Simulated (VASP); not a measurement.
Given:

```xyz
2
Lattice="2.8127 0.0000 0.0000 0.0000 2.8127 0.0000 0.0000 0.0000 4.0445" Properties=species:S:1:pos:R:3 pbc="T T T"
Ti     0.0000     0.0000     0.0000
Al     1.4064     1.4064     2.0223
```

All values below come from PBE GGA with D3 dispersion (Becke-Johnson damping), VASP's PBE PAW potentials (set 64) (plane waves; VASP 6.6.1). Numerical set-up: 520 eV cut-off, 13×13×9 Γ-centred mesh, first-order Methfessel-Paxton smearing of 0.10 eV, potentials Ti_sv Al.

Problem. Estimate the energy per atom (σ→0), pressure, band gap (on the k-mesh) with the smallest direct gap where there is one.

Solution. 
| Item | Result |
|---|---|
| band gap (on the k-mesh) | none (metal, semimetal or under 0.01 eV) |
| energy per atom (σ→0) | -6.682 eV/atom |
| pressure | -3.46 GPa |

The compound is TiAl in the L1_0 structure. This cell is one point of a volume scan, at 1.03 of the reference volume. The electron count is odd and the run is not spin-polarised, which forces a metal.
